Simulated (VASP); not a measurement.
# CrAs3 (Pm-3m) in VASP: reference runs

Aim: a first look at CrAs3 with PBE, on the cell as given.

Everything below comes from runs of VASP 6.6.1. Logs are shortened: lines on timing, memory, paths and dates and some standing lists are left out, and cuts for length are marked.

**1. Starting point**

It takes space group Pm-3m (No. 221, cubic). Conventional cell: a = 4.421 Å, b = 4.421 Å, c = 4.421 Å, α = 90.00°, β = 90.00°, γ = 90.00°. Cr (site symmetry m-3m) has 12 As at 3.13 Å as nearest neighbours. As (site symmetry 4/mmm) is surrounded by 4 Cr at 3.13 Å and 8 As at 3.13 Å.

The cell was built by a generator and needn't be a form met in nature.

**2. Single point, PBE, collinear spin, ferromagnetic start**

File INCAR:

```
SYSTEM = CrAs3
PREC     = Accurate       ! precision mode
ENCUT    = 520            ! plane-wave cutoff, eV
EDIFF    = 1E-7           ! SCF threshold, eV
ISMEAR   = -1             ! smearing method
SIGMA    = 0.05           ! smearing width, eV
LREAL    = .FALSE.        ! projectors in reciprocal space
LASPH    = .TRUE.         ! aspherical terms in the spheres
NELM     = 120            ! most SCF steps
ALGO     = Normal         ! electronic algorithm
ISIF     = 2              ! what is computed and relaxed
LWAVE    = .FALSE.        ! write WAVECAR
LCHARG   = .TRUE.         ! write CHGCAR
ISPIN    = 2              ! spin polarisation
MAGMOM   = 3 0 0 0        ! initial moments
LORBIT   = 11             ! projections on sites
LMAXMIX  = 4              ! l up to which the mixer works
GGA      = PE             ! functional
LELF     = .TRUE.         ! ELF
LVHAR    = .TRUE.       
NBANDS   = 26             ! bands
```

File KPOINTS:

```
Automatic mesh
0
G
  6 6 6
  0 0 0
```

File POSCAR:

```
CrAs3
1.0
    4.4211017500      0.0000000000      0.0000000000
    0.0000000000      4.4211017500      0.0000000000
    0.0000000000      0.0000000000      4.4211017500
Cr As
1 3
Direct
    0.0000000000      0.0000000000      0.0000000000
    0.0000000000      0.5000000000      0.5000000000
    0.5000000000      0.0000000000      0.5000000000
    0.5000000000      0.5000000000      0.0000000000
```

Potentials or basis: VASP PAW PBE potentials, release 64 (Cr_pv, As).

Started as:

```bash
> cat potpaw_PBE.64/Cr_pv/POTCAR potpaw_PBE.64/As/POTCAR > POTCAR
> mpirun -np 1 vasp_std > vasp.out
```

OUTCAR:

```text
SYSTEM = CrAs3
   PREC = Accurate
   ENCUT = 520
   EDIFF = 1E-7
   ISMEAR = -1
   LREAL = .FALSE.
   LASPH = .TRUE.
   NELM = 120
   ISIF = 2
   ISPIN = 2
   LORBIT = 11
   GGA = PE

 ion  position               nearest neighbor table
   1  0.000  0.000  0.000-
   2  0.000  0.500  0.500-
   3  0.500  0.000  0.500-
   4  0.500  0.500  0.000-

  LATTYP: Found a simple cubic cell.
 ALAT       =     4.4211017500

  Lattice vectors:

 A1 = (   4.4211017500,   0.0000000000,   0.0000000000)
 A2 = (   0.0000000000,   4.4211017500,   0.0000000000)
 A3 = (   0.0000000000,   0.0000000000,   4.4211017500)

Analysis of symmetry for initial positions (statically):
=====================================================================
 Subroutine PRICEL returns:
 Original cell was already a primitive cell.

 Routine SETGRP: Setting up the symmetry group for a
 simple cubic supercell.

 Subroutine GETGRP returns: Found 48 space group operations
 (whereof 48 operations were pure point group operations)
 out of a pool of 48 trial point group operations.

The static configuration has the point symmetry O_h .

Analysis of symmetry for dynamics (positions and initial velocities):
=====================================================================
 Subroutine PRICEL returns:
 Original cell was already a primitive cell.

 Routine SETGRP: Setting up the symmetry group for a
 simple cubic supercell.

 Subroutine GETGRP returns: Found 48 space group operations
 (whereof 48 operations were pure point group operations)
 out of a pool of 48 trial point group operations.

The dynamic configuration has the point symmetry O_h .

Analysis of structural, dynamic, and magnetic symmetry:
=====================================================================
 Subroutine PRICEL returns:
 Original cell was already a primitive cell.

 Routine SETGRP: Setting up the symmetry group for a
 simple cubic supercell.

 Subroutine GETGRP returns: Found 48 space group operations
 (whereof 48 operations were pure point group operations)
 out of a pool of 48 trial point group operations.

The overall configuration has the point symmetry O_h .

 Subroutine INISYM returns: Found 48 space group operations
 (whereof 48 operations are pure point group operations),
 and found     1 'primitive' translations

----------------------------------------------------------------------------------------

                                     Primitive cell

  volume of cell :      86.4155

  direct lattice vectors                    reciprocal lattice vectors
     4.421101750  0.000000000  0.000000000     0.226187963  0.000000000  0.000000000
     0.000000000  4.421101750  0.000000000     0.000000000  0.226187963  0.000000000
     0.000000000  0.000000000  4.421101750     0.000000000  0.000000000  0.226187963

  length of vectors
     4.421101750  4.421101750  4.421101750     0.226187963  0.226187963  0.226187963

  position of ions in fractional coordinates (direct lattice)
     0.000000000  0.000000000  0.000000000
     0.000000000  0.500000000  0.500000000
     0.500000000  0.000000000  0.500000000
     0.500000000  0.500000000  0.000000000

  ion indices of the primitive-cell ions
   primitive index   ion index
                 1           1
                 2           2
                 3           3
                 4           4

----------------------------------------------------------------------------------------

 KPOINTS: Automatic mesh

Automatic generation of k-mesh.
 Grid dimensions read from file:
 generate k-points for:    6    6    6

 Generating k-lattice:

  Cartesian coordinates                     Fractional coordinates (reciprocal lattice)
     0.037697994  0.000000000  0.000000000     0.166666667  0.000000000  0.000000000
     0.000000000  0.037697994  0.000000000     0.000000000  0.166666667  0.000000000
     0.000000000  0.000000000  0.037697994     0.000000000  0.000000000  0.166666667

  Length of vectors
     0.037697994  0.037697994  0.037697994

  Shift w.r.t. Gamma in fractional coordinates (k-lattice)
     0.000000000  0.000000000  0.000000000

 Subroutine IBZKPT returns following result:
 ===========================================

 Found     20 irreducible k-points:

 Following reciprocal coordinates:
            Coordinates               Weight
  0.000000  0.000000  0.000000      1.000000
  0.166667  0.000000  0.000000      6.000000
  0.333333  0.000000  0.000000      6.000000
  0.500000  0.000000  0.000000      3.000000
  0.166667  0.166667  0.000000     12.000000
  0.333333  0.166667  0.000000     24.000000
[... 12 lines left out ...]
  0.500000  0.500000  0.333333      6.000000
  0.500000  0.500000  0.500000      1.000000
   k-points           NKPTS =     20   k-points in BZ     NKDIM =     20   number of bands    NBANDS=     26
   number of dos      NEDOS =    301   number of ions     NIONS =      4
   total plane-waves  NPLWV =  46656
   dimension x,y,z NGX =    36 NGY =   36 NGZ =   36
   dimension x,y,z NGXF=    72 NGYF=   72 NGZF=   72
   ions per type =               1   3
   NGX,Y,Z   is equivalent  to a cutoff of  13.54, 13.54, 13.54 a.u.
   NGXF,Y,Z  is equivalent  to a cutoff of  27.07, 27.07, 27.07 a.u.
 SYSTEM =  CrAs3
   PREC   = accura    normal or accurate (medium, high low for compatibility)
   ISTART =      0    job   : 0-new  1-cont  2-samecut
   ICHARG =      2    charge: 1-file 2-atom 10-const
   ISPIN  =      2    spin polarized calculation?
   LNONCOLLINEAR =      F non collinear calculations
   LSORBIT =      F    spin-orbit coupling
   LASPH  =      T    aspherical Exc in radial PAW
   ENCUT  =  520.0 eV  38.22 Ry    6.18 a.u.   8.22  8.22  8.22*2*pi/ulx,y,z
   NELM   =    120;   NELMIN=  2; NELMDL= -5     # of ELM steps
   EDIFF  = 0.1E-06   stopping-criterion for ELM
   LREAL  =      F    real-space projection
   EDIFFG = 0.1E-05   stopping-criterion for IOM
   NSW    =      0    number of steps for IOM
   IBRION =     -1    ionic relax: 0-MD 1-quasi-New 2-CG
   NFREE  =      0    steps in history (QN), initial steepest desc. (CG)
   ISIF   =      2    stress and relaxation
   ISYM   =      2    0-nonsym 1-usesym 2-fastsym
   POTIM  = 0.5000    time-step for ionic-motion
   TEBEG  =    0.0;   TEEND  =   0.0 temperature during run
   PSTRESS=    0.0 pullay stress
   NELECT =      27.0000    total number of electrons
   NUPDOWN=      -1.0000    fix difference up-down
   EMIN   =  10.00;   EMAX   =-10.00  energy-range for DOS
   EFERMI =   0.00;   METHOD = LEGACY
   ISMEAR =    -1;   SIGMA  =   0.05  broadening in eV -4-tet -1-fermi 0-gaus
   EFERMI_NEDOS =   21; number of points for ismear=-14 and -15
   IALGO  =     38    algorithm
   IMIX   =      4    mixing-type and parameters
     AMIX     =   0.40;   BMIX     =  1.00
     AMIX_MAG =   1.60;   BMIX_MAG =  1.00
  volume/ion in A,a.u.               =      21.60       145.79
  Fermi-wavevector in a.u.,A,eV,Ry     =   1.110876  2.099251 16.790208  1.234045
  Thomas-Fermi vector in A             =   2.247433
   LORBIT       =     11    0 simple, 1 ext, 2 COOP (PROOUT), +10 PAW based schemes
   GGA     = PE    functional components
   LHFCALC =     F    Hartree Fock is set to
   AEXX    =    0.0000 exact exchange contribution
   IVDW    =     0    specifies the selected vdW correction
   LEPSILON=     F    determine dielectric tensor
   LRPA    =     F    only Hartree local field effects (RPA)
 spin polarized calculation
  energy-cutoff  :      520.00
  volume of cell :       86.42
 maximum number of plane-waves:      2360
 NGX is ok and might be reduce to    36
   NGX = 17   NGY = 17   NGZ = 17

 number of electron      27.0000011 magnetization       3.7115157

 Free energy of the ion-electron system (eV)
  ---------------------------------------------------
  ext. energy  EPLUGINS =         0.00000000
  ---------------------------------------------------
  free energy    TOTEN  =       -21.48518626 eV

  energy without entropy =      -21.45622287  energy(sigma->0) =      -21.47070457

 E-fermi :   5.2338     XC(G=0): -10.1819

 val. band max:        5.2312488944   @ k =   0.1667   0.1667   0.0000
 cond. band min:       5.2685428615   @ k =   0.5000   0.3333   0.1667
 fundamental gap:      0.0372939671
 Fermi energy:         5.2338245189

 spin component 1

 k-point     1 :       0.0000    0.0000    0.0000
  band No.  band energies     occupation
      1     -38.9738      1.00000
      2     -38.9738      1.00000
      3     -38.9738      1.00000
      4      -8.1107      1.00000
      5      -3.6820      1.00000
      6      -3.6820      1.00000
[... 17 lines left out ...]
     24      11.8871      0.00000
     25      12.3520      0.00000

 k-point     2 :       0.1667    0.0000    0.0000
  band No.  band energies     occupation
      1     -38.9740      1.00000
      2     -38.9738      1.00000
      3     -38.9738      1.00000
      4      -7.9377      1.00000
      5      -4.1928      1.00000
      6      -3.6237      1.00000
[... 17 lines left out ...]
     24      12.4381      0.00000
     25      12.6603      0.00000
[... 474 lines left out ...]
     24      14.2832      0.00000
     25      14.3088      0.00000

 k-point    20 :       0.5000    0.5000    0.5000
  band No.  band energies     occupation
      1     -38.9743      1.00000
      2     -38.9743      1.00000
      3     -38.9743      1.00000
      4      -5.1807      1.00000
      5      -5.1807      1.00000
      6      -5.1807      1.00000
[... 17 lines left out ...]
     24      14.8280      0.00000
     25      14.8280      0.00000
 Fermi energy:         5.2338245189

 spin component 2

 k-point     1 :       0.0000    0.0000    0.0000
  band No.  band energies     occupation
      1     -35.2252      1.00000
      2     -35.2252      1.00000
      3     -35.2252      1.00000
      4      -8.1810      1.00000
      5      -3.8000      1.00000
      6      -3.8000      1.00000
[... 17 lines left out ...]
     24      12.6870      0.00000
     25      12.6870      0.00000

 k-point     2 :       0.1667    0.0000    0.0000
  band No.  band energies     occupation
      1     -35.2254      1.00000
      2     -35.2252      1.00000
      3     -35.2252      1.00000
      4      -8.0112      1.00000
      5      -4.3048      1.00000
      6      -3.7479      1.00000
[... 17 lines left out ...]
     24      13.1307      0.00000
     25      13.4737      0.00000
[... 474 lines left out ...]
     24      15.2583      0.00000
     25      15.2583      0.00000

 k-point    20 :       0.5000    0.5000    0.5000
  band No.  band energies     occupation
      1     -35.2260      1.00000
      2     -35.2260      1.00000
      3     -35.2260      1.00000
      4      -5.2939      1.00000
      5      -5.2939      1.00000
      6      -5.2939      1.00000
[... 17 lines left out ...]
     24      14.8127      0.00000
     25      15.9837      0.00000
 [bands above 25 left out]

------------------------ aborting loop because EDIFF is reached ----------------------------------------

  FORCE on cell =-STRESS in cart. coord.  units (eV):
  Direction    XX          YY          ZZ          XY          YZ          ZX
  --------------------------------------------------------------------------------------
  -------------------------------------------------------------------------------------
  Total       -5.2574674     -5.2574674     -5.2574674     -0.0000000      0.0000000     -0.0000000
  in kB      -97.4755383    -97.4755383    -97.4755383     -0.0000000      0.0000000     -0.0000000
  external PRESSURE =     -97.4755383 kB  Pullay stress =       0.0000000 kB

 VOLUME and BASIS-vectors are now :
 -----------------------------------------------------------------------------
  energy-cutoff  :      520.00
  volume of cell :       86.42
      direct lattice vectors                 reciprocal lattice vectors
     4.421101750  0.000000000  0.000000000     0.226187963  0.000000000  0.000000000
     0.000000000  4.421101750  0.000000000     0.000000000  0.226187963  0.000000000
     0.000000000  0.000000000  4.421101750     0.000000000  0.000000000  0.226187963

 POSITION                                       TOTAL-FORCE (eV/Angst)
 -----------------------------------------------------------------------------------
      0.00000      0.00000      0.00000         0.000000      0.000000      0.000000
      0.00000      2.21055      2.21055         0.000000      0.000000      0.000000
      2.21055      0.00000      2.21055         0.000000      0.000000      0.000000
      2.21055      2.21055      0.00000         0.000000      0.000000      0.000000
 -----------------------------------------------------------------------------------
    total drift:                                0.000000      0.000000      0.000000

  FREE ENERGIE OF THE ION-ELECTRON SYSTEM (eV)
  ---------------------------------------------------
  free  energy   TOTEN  =       -21.4851862598 eV

  energy  without entropy=      -21.4562228732  energy(sigma->0) =      -21.47070457

 total charge

# of ion       s       p       d       tot
------------------------------------------
    1        0.182   6.087   4.111  10.380
    2        1.339   1.208   0.031   2.578
    3        1.339   1.208   0.031   2.578
    4        1.339   1.208   0.031   2.578
--------------------------------------------------
tot          4.199   9.711   4.203  18.113

 magnetization (x)

# of ion       s       p       d       tot
------------------------------------------
    1        0.061   0.027   3.659   3.747
    2        0.005  -0.088   0.002  -0.081
    3        0.005  -0.088   0.002  -0.081
    4        0.005  -0.088   0.002  -0.081
--------------------------------------------------
tot          0.075  -0.237   3.665   3.503
```

Run time: 1.9 min. Hardware: 1 thread of Intel Xeon Platinum 8375C at 2.90GHz (Ice Lake), shared host; peak memory 0.27 GiB.

Results:

```yaml
Free_energy: -21.4852 eV
Pressure: -9.7 GPa
Band_gap_on_the_k_mesh: none (metal or under the smearing width)
Net_moment: 3.71 μB per cell
Site_moments: Cr +3.75; As -0.08 μB
Valence_electrons_inside_the_program's_atomic_spheres: Cr 10.38; As 2.58
```

Caveat: a cell with one magnetic atom can't hold antiferromagnetic order, which such compounds often take.
